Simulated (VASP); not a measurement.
A VASP calculation is set up with these files.

### POSCAR
```
ScF3
1
    2.8514100000     1.6462620000     4.6533570000
   -2.8514100000     1.6462620000     4.6533570000
    0.0000000000    -3.2925250000     4.6533570000
Sc F
2 6
Direct
  0.5000000000   0.5000000000   0.5000000000
  0.0000000000   0.0000000000   0.0000000000
  0.7265800000   0.2500000000   0.7734200000
  0.2734200000   0.7500000000   0.2265800000
  0.7734200000   0.7265800000   0.2500000000
  0.2265800000   0.2734200000   0.7500000000
  0.2500000000   0.7734200000   0.7265800000
  0.7500000000   0.2265800000   0.2734200000
```

**KPOINTS**
```
Automatic mesh
0
Gamma
5 5 5
0 0 0
```

INCAR:
```
SYSTEM = ScF3
PREC = Accurate
ENCUT = 400
EDIFF = 1E-6
NELM = 100
ALGO = Normal
LREAL = .FALSE.
LASPH = .TRUE.
ISMEAR = 0
SIGMA = 0.01
LMAXMIX = 4
LWAVE = .FALSE.
LCHARG = .FALSE.
ISIF = 2
```

POTCAR, in this order: Sc_sv F (LDA.64 set). Program: vasp_std.

Translate this LDA calculation to Quantum ESPRESSO's pw.x.

One equivalent input (not run):
```
&CONTROL
  calculation = 'scf'
  pseudo_dir = './pseudo'
  outdir = './out'
  tprnfor = .true.
  tstress = .true.
/
&SYSTEM
  ibrav = 0
  nat = 8
  ntyp = 2
  ecutwfc = 84
  occupations = 'smearing'
  smearing = 'gaussian'
  degauss = 0.000735
  input_dft = 'pz'
/
&ELECTRONS
  conv_thr = 7.3e-08
  electron_maxstep = 100
/
ATOMIC_SPECIES
  Sc 44.956 Sc.upf
  F 18.998 F.upf
CELL_PARAMETERS angstrom
     2.8514100    1.6462620    4.6533570
    -2.8514100    1.6462620    4.6533570
     0.0000000   -3.2925250    4.6533570
ATOMIC_POSITIONS crystal
  Sc   0.5000000  0.5000000  0.5000000
  Sc   0.0000000  0.0000000  0.0000000
  F    0.7265800  0.2500000  0.7734200
  F    0.2734200  0.7500000  0.2265800
  F    0.7734200  0.7265800  0.2500000
  F    0.2265800  0.2734200  0.7500000
  F    0.2500000  0.7734200  0.7265800
  F    0.7500000  0.2265800  0.2734200
K_POINTS automatic
  5 5 5 0 0 0
```
What does not carry over: the potentials are each code's own (VASP's PAW set, PseudoDojo norm-conserving files in pw.x), so ENCUT and ecutwfc are chosen apart and not converted; conv_thr bounds pw.x's estimated SCF error, while EDIFF bounds the energy change between steps.

The structure comes from a computed database's ScF3 entry; how it stands against other phases isn't given here. The cell was not relaxed at this level. The run is one of a series of settings (GGA removed, POTCAR Sc_sv F (LDA.64 set) against the base run), some of them coarse on purpose.
